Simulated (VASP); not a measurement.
All values below come from SCAN meta-GGA, VASP's PBE PAW potentials (set 64) (plane waves; VASP 6.6.1).

Input for VASP

### KPOINTS
```
Automatic mesh
0
Gamma
7 7 7
0 0 0
```

### POSCAR
```
CdSe
1
    0.0000000000     3.0250000000     3.0250000000
    3.0250000000     0.0000000000     3.0250000000
    3.0250000000     3.0250000000     0.0000000000
Cd Se
1 1
Direct
  0.0000000000   0.0000000000   0.0000000000
  0.2500000000   0.2500000000   0.2500000000
```

INCAR:
```
SYSTEM = CdSe
PREC = Accurate
ENCUT = 520
EDIFF = 1E-6
NELM = 100
ALGO = Normal
LREAL = .FALSE.
LASPH = .TRUE.
ISMEAR = 0
SIGMA = 0.05
METAGGA = SCAN
LMIXTAU = .TRUE.
LMAXMIX = 4
LWAVE = .FALSE.
LCHARG = .FALSE.
IBRION = 2
ISIF = 3
NSW = 60
EDIFFG = -0.01
```

POTCAR, in this order: Cd Se (PBE.64 set). Program: vasp_std.

Output

File OUTCAR:
```
 ion  position               nearest neighbor table
   1  0.000  0.000  0.000-   2 2.62   2 2.62   2 2.62   2 2.62
   2  0.250  0.250  0.250-   1 2.62   1 2.62   1 2.62   1 2.62
  LATTYP: Found a face centered cubic cell.
 ALAT       =     6.0500000000
 Subroutine PRICEL returns:
 Original cell was already a primitive cell.
 Subroutine GETGRP returns: Found 24 space group operations
The static configuration has the point symmetry T_d .
The dynamic configuration has the point symmetry T_d .
 Subroutine INISYM returns: Found 24 space group operations
 Subroutine IBZKPT returns following result:
 Found     20 irreducible k-points:

 Following reciprocal coordinates:
            Coordinates               Weight
  0.000000  0.000000  0.000000      1.000000
  0.142857  0.000000  0.000000      8.000000
  0.285714  0.000000  0.000000      8.000000
  0.428571  0.000000  0.000000      8.000000
  0.142857  0.142857  0.000000      6.000000
  0.285714  0.142857  0.000000     24.000000
  0.428571  0.142857  0.000000     24.000000
 -0.428571  0.142857  0.000000     24.000000
 -0.285714  0.142857  0.000000     24.000000
 -0.142857  0.142857  0.000000     12.000000
  0.285714  0.285714  0.000000      6.000000
  0.428571  0.285714  0.000000     24.000000
 -0.428571  0.285714  0.000000     24.000000
 -0.285714  0.285714  0.000000     12.000000
  0.428571  0.428571  0.000000      6.000000
 -0.428571  0.428571  0.000000     12.000000
  0.428571  0.285714  0.142857     24.000000
 -0.428571  0.285714  0.142857     48.000000
 -0.428571  0.428571  0.142857     24.000000
 -0.285714  0.428571  0.142857     24.000000
   k-points           NKPTS =     20   k-points in BZ     NKDIM =     20   number of bands    NBANDS=     13
   number of dos      NEDOS =    301   number of ions     NIONS =      2
   total plane-waves  NPLWV =  32768
   dimension x,y,z NGX =    32 NGY =   32 NGZ =   32
...
```

**OSZICAR**
```
       N       E                     dE             d eps       ncg     rms          rms(c)
DAV:   1     0.621849251181E+02    0.62185E+02   -0.90757E+03   528   0.127E+03
DAV:   2    -0.519308751640E+02   -0.11412E+03   -0.10982E+03   570   0.298E+02
DAV:   3    -0.568701352031E+02   -0.49393E+01   -0.49250E+01   640   0.646E+01
DAV:   4    -0.568941900877E+02   -0.24055E-01   -0.24053E-01   545   0.453E+00
DAV:   5    -0.568943257972E+02   -0.13571E-03   -0.13571E-03   615   0.310E-01    0.617E+00
DAV:   6    -0.517413417667E+02    0.51530E+01   -0.51569E+00   525   0.389E+01    0.841E+00
DAV:   7    -0.518342013128E+02   -0.92860E-01   -0.53286E-01   520   0.107E+01    0.449E+00
DAV:   8    -0.517567544244E+02    0.77447E-01   -0.21740E-01   520   0.469E+00    0.108E+00
DAV:   9    -0.518624789759E+02   -0.10572E+00   -0.12715E-01   520   0.430E+00    0.503E-01
DAV:  10    -0.518616553032E+02    0.82367E-03   -0.13793E-02   530   0.154E+00    0.203E-01
DAV:  11    -0.518636300906E+02   -0.19748E-02   -0.63634E-03   525   0.111E+00    0.119E-01
DAV:  12    -0.518642315961E+02   -0.60151E-03   -0.34440E-03   520   0.925E-01    0.420E-02
DAV:  13    -0.518646360540E+02   -0.40446E-03   -0.12794E-03   530   0.541E-01    0.457E-02
DAV:  14    -0.518650042871E+02   -0.36823E-03   -0.18661E-04   525   0.178E-01    0.173E-02
DAV:  15    -0.518651075359E+02   -0.10325E-03   -0.20926E-04   530   0.199E-01    0.752E-03
DAV:  16    -0.518651321027E+02   -0.24567E-04   -0.34344E-05   520   0.770E-02    0.389E-03
DAV:  17    -0.518651295488E+02    0.25539E-05   -0.10407E-06   446   0.149E-02    0.312E-03
DAV:  18    -0.518651324555E+02   -0.29067E-05   -0.10149E-06   378   0.164E-02    0.807E-04
DAV:  19    -0.518651307521E+02    0.17034E-05   -0.78574E-07   360   0.137E-02    0.254E-04
DAV:  20    -0.518651306524E+02    0.99662E-07   -0.35389E-08   275   0.215E-03
   1 F= -.51865131E+02 E0= -.51865131E+02  d E =-.518651E+02
       N       E                     dE             d eps       ncg     rms          rms(c)
DAV:   1    -0.522903378555E+02   -0.42521E+00   -0.97789E+00   545   0.437E+01    0.583E+00
DAV:   2    -0.518975383192E+02    0.39280E+00   -0.10926E+00   525   0.166E+01    0.202E+00
DAV:   3    -0.518843446322E+02    0.13194E-01   -0.76494E-02   525   0.386E+00    0.171E+00
DAV:   4    -0.518435629933E+02    0.40782E-01   -0.93023E-02   520   0.331E+00    0.601E-01
DAV:   5    -0.518766833230E+02   -0.33120E-01   -0.33706E-02   520   0.232E+00    0.196E-01
DAV:   6    -0.518711331917E+02    0.55501E-02   -0.70660E-03   520   0.110E+00    0.189E-01
DAV:   7    -0.518765484863E+02   -0.54153E-02   -0.44053E-03   520   0.935E-01    0.341E-02
DAV:   8    -0.518764588078E+02    0.89678E-04   -0.21332E-04   520   0.210E-01    0.424E-02
DAV:   9    -0.518766704516E+02   -0.21164E-03   -0.51124E-04   520   0.326E-01    0.155E-02
DAV:  10    -0.518766533712E+02    0.17080E-04   -0.94515E-05   520   0.140E-01    0.401E-03
DAV:  11    -0.518766529545E+02    0.41665E-06   -0.14392E-06   485   0.134E-02
   2 F= -.51876653E+02 E0= -.51876653E+02  d E =-.115223E-01
       N       E                     dE             d eps       ncg     rms          rms(c)
DAV:   1    -0.519135776919E+02   -0.36924E-01   -0.77143E-01   550   0.118E+01    0.141E+00
DAV:   2    -0.518790819131E+02    0.34496E-01   -0.97727E-02   525   0.501E+00    0.462E-01
DAV:   3    -0.518777496150E+02    0.13323E-02   -0.60512E-03   525   0.102E+00    0.386E-01
DAV:   4    -0.518761822442E+02    0.15674E-02   -0.75515E-03   520   0.909E-01    0.133E-01
DAV:   5    -0.518786130778E+02   -0.24308E-02   -0.23741E-03   520   0.615E-01    0.464E-02
DAV:   6    -0.518780498941E+02    0.56318E-03   -0.86227E-04   520   0.360E-01    0.647E-02
DAV:   7    -0.518786403982E+02   -0.59050E-03   -0.41222E-04   520   0.277E-01    0.184E-02
DAV:   8    -0.518786381896E+02    0.22085E-05   -0.57069E-06   540   0.236E-02    0.160E-02
DAV:   9    -0.518786664503E+02   -0.28261E-04   -0.50831E-05   520   0.102E-01    0.449E-03
DAV:  10    -0.518786663486E+02    0.10168E-06   -0.68799E-06   520   0.410E-02
   3 F= -.51878666E+02 E0= -.51878666E+02  d E =-.135357E-01
       N       E                     dE             d eps       ncg     rms          rms(c)
DAV:   1    -0.518789709834E+02   -0.30453E-03   -0.64091E-03   545   0.109E+00    0.132E-01
DAV:   2    -0.518785681495E+02    0.40283E-03   -0.78852E-04   520   0.450E-01    0.439E-02
DAV:   3    -0.518785760143E+02   -0.78648E-05   -0.50694E-05   525   0.959E-02    0.366E-02
DAV:   4    -0.518786271998E+02   -0.51185E-04   -0.64106E-05   520   0.897E-02    0.127E-02
DAV:   5    -0.518786488909E+02   -0.21691E-04   -0.22083E-05   520   0.619E-02    0.418E-03
DAV:   6    -0.518786484602E+02    0.43067E-06   -0.90112E-06   520   0.384E-02
   4 F= -.51878648E+02 E0= -.51878648E+02  d E =-.135178E-01
```

File OUTCAR:
```
------------------------ aborting loop because EDIFF is reached ----------------------------------------
  FORCE on cell =-STRESS in cart. coord.  units (eV):
  Direction    XX          YY          ZZ          XY          YZ          ZX
  --------------------------------------------------------------------------------------
  Total        0.0005768      0.0005768      0.0005768      0.0000000      0.0000000      0.0000000
  in kB        0.0161026      0.0161026      0.0161026      0.0000000      0.0000000      0.0000000
  external PRESSURE =       0.0161026 kB  Pullay stress =       0.0000000 kB
  volume of cell :       57.39
      direct lattice vectors                 reciprocal lattice vectors
     0.000000000  3.061482651  3.061482651    -0.163319560  0.163319560  0.163319560
     3.061482651  0.000000000  3.061482651     0.163319560 -0.163319560  0.163319560
     3.061482651  3.061482651 -0.000000000     0.163319560  0.163319560 -0.163319560
  FREE ENERGIE OF THE ION-ELECTRON SYSTEM (eV)
  ---------------------------------------------------
  free  energy   TOTEN  =       -51.8786484602 eV

  energy  without entropy=      -51.8786484602  energy(sigma->0) =      -51.87864846

 reached required accuracy - stopping structural energy minimisation
```
(Selected blocks of OUTCAR.)

### CONTCAR
```
CdSe
   1.00000000000000
     0.0000000000000000    3.0614826505839456    3.0614826505839456
     3.0614826505839456    0.0000000000000000    3.0614826505839456
     3.0614826505839456    3.0614826505839456   -0.0000000000000000
  Cd              Se
     1     1
Direct
     0.0000000000000000    0.0000000000000000    0.0000000000000000
     0.2500000000000000    0.2500000000000000    0.2500000000000000
```

Energy and stress use the plane-wave basis of the starting cell.

The compound is CdSe in the zinc blende structure, whereas wurtzite is the usual form. This run relaxes it. Symmetry was kept, so distortions that lower it aren't found.
